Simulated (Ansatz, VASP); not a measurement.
**One calculation of HPbNO4, two programs**

```
H Pb N O
1.0
     4.27531   -0.00040    0.00636
    -2.08399    5.20775   -0.04907
    -2.12377   -1.86574    4.91491
H Pb N O
1 1 1 4
Cartesian
  2.1747 -1.5632 4.5058
  0.1175 3.9633 0.6872
  -1.9727 1.5530 2.4492
  2.2871 4.7446 0.0830
  -2.0428 2.6346 2.9537
  2.2361 1.4521 1.1918
  -2.0702 0.4914 3.1756
```

Change from the starting cell: atoms moved at random, drawn with an rms of 0.05 Å.

Alike in both runs: task single point; functional PBE; k mesh 8 × 6 × 6; occupations fermi-dirac, width 0.05 eV; no spin polarisation.

|  | VASP | Ansatz |
| --- | --- | --- |
| version | VASP 6.6.1 | Ansatz 0.2.0 |
| potentials or method | VASP PAW PBE potentials, release 64 (H, Pb_d, N, O) | Ansatz PAW |
| plane-wave cutoff (eV) | 520 | 420 |
| valence electrons in the cell | 44 | 44 |

Ansatz gave:

* gap on the k mesh at the Fermi level (eV): 2.92
* least direct gap on the mesh (eV): 3.30
* pressure (GPa): 2.5
* largest component of the traceless stress (GPa): 3.57
* rms of the force components (eV/Å): 1.377

Task: Estimate VASP's values.

Result: gap on the k mesh at the Fermi level (eV): 2.89; least direct gap on the mesh (eV): 3.27; pressure (GPa): 3.3; largest component of the traceless stress (GPa): 4.32; rms of the force components (eV/Å): 1.571.

Atom by atom the forces differ by 0.238 eV/Å (rms over components). With one functional, cell and mesh, what is left measures potentials, basis and numerics.

Caveats: spin-orbit coupling is left out, which as a rule narrows the gap of such compounds by several tenths of an eV; the standard files for N, O and F lose accuracy on very short bonds (VASP); the pressure holds a Pulay correction of +0.6 GPa for the finite cutoff (Ansatz). A k mesh can miss the band edges.
